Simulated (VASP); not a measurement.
Here is the system:

```
CELL_PARAMETERS angstrom
     -1.58000     1.58000     1.58000
      1.58000    -1.58000     1.58000
      1.58000     1.58000    -1.58000
ATOMIC_POSITIONS crystal
  W  0.00000 0.00000 0.00000
```

These are PBE GGA, VASP's PBE PAW potentials (set 64) (plane waves; VASP) values and carry that method's errors. Settings: 480 eV cut-off, 15×15×15 Γ-centred mesh, first-order Methfessel-Paxton smearing of 0.10 eV, potentials W.

### Question
The ions, cell shape and volume are relaxed. Predict the relaxed structure.

### Answer

```
CELL_PARAMETERS angstrom
     -1.58622     1.58622     1.58622
      1.58622    -1.58622     1.58622
      1.58622     1.58622    -1.58622
ATOMIC_POSITIONS crystal
  W  0.00000 0.00000 0.00000
```
Space group Im-3m (229), at a tolerance of 0.03 Å.

### Question
How do energy and volume change from the first to the last step?

### Answer
The energy (σ→0) changes by -2.1 meV/atom and the volume by +1.2 %, in 3 ionic steps.

| step | E(σ→0) (eV) | max force (eV/Å) | pressure (GPa) | volume (Å³) |
|---|---|---|---|---|
| 1 | -13.0179 | 0.000 | 3.78 | 15.78 |
| 2 | -12.9932 | 0.000 | -12.10 | 16.64 |
| 3 | -13.0200 | 0.000 | -0.05 | 15.96 |

The compound is W in the bcc structure. This run relaxes it. Symmetry was kept, so distortions that lower it aren't found.
